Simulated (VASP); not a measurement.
CdTe (zinc blende): the mBJ gap over mesh and path against the volume, with the cell scaled uniformly; PBEsol's own equilibrium is at 34.080 Å³/atom. VASP (PAW), 400 eV cut-off, 8×8×8 Γ-centred mesh, Gaussian smearing of 0.050 eV, potentials Cd Te. mBJ is a potential without an energy functional, so only the levels count.  Fit the value as a straight line in ln V.

```json
[
 {"V (Å³/atom)": "29.99", "mBJ gap over mesh and path (eV)": "2.182"},
 {"V (Å³/atom)": "31.013", "mBJ gap over mesh and path (eV)": "2.087"},
 {"V (Å³/atom)": "32.035", "mBJ gap over mesh and path (eV)": "1.994"},
 {"V (Å³/atom)": "33.058", "mBJ gap over mesh and path (eV)": "1.905"},
 {"V (Å³/atom)": "34.08", "mBJ gap over mesh and path (eV)": "1.818"},
 {"V (Å³/atom)": "35.102", "mBJ gap over mesh and path (eV)": "1.734"}
]
```

Q: Fit the rows as the text says and predict the value at 36.125.

A: The slope against ln V is -2.85 eV, the volume deformation potential of this gap. The line misses the rows by up to 0.000 and gives 1.652 at 36.125. The run gave 1.653, +0.001 from the line.

Left out are failed runs and those whose mesh is unfit for this quantity.

The compound is CdTe in the zinc blende structure.
